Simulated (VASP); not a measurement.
Here is the system:

```xyz
2
Lattice="-2.9682 2.9682 1.6174 2.9682 -2.9682 1.6174 2.9682 2.9682 -1.6174" Properties=species:S:1:pos:R:3 pbc="T T T"
Sn     2.9682     0.0000     0.8087
Sn     0.0000     0.0000     0.0000
```

Level of theory: optB88-vdW, VASP's PBE PAW potentials (set 64) (plane waves; VASP). Settings: 520 eV cut-off, 12×12×12 Γ-centred mesh, first-order Methfessel-Paxton smearing of 0.10 eV, potentials Sn_d.

Unless said otherwise, spin-orbit coupling is left out, though it shifts the bands of the heavy elements here.

Task: Estimate the energy per atom (σ→0), band gap (on the k-mesh) with the smallest direct gap where there is one.

Result: 
| Quantity | Result |
|---|---|
| band gap (on the k-mesh) | none (metal, semimetal or under 0.01 eV) |
| energy per atom (σ→0) | -0.544 eV/atom |

The compound is Sn in the beta structure. It was relaxed first, which changed the volume by +5 %. The start is the result of an earlier pass.
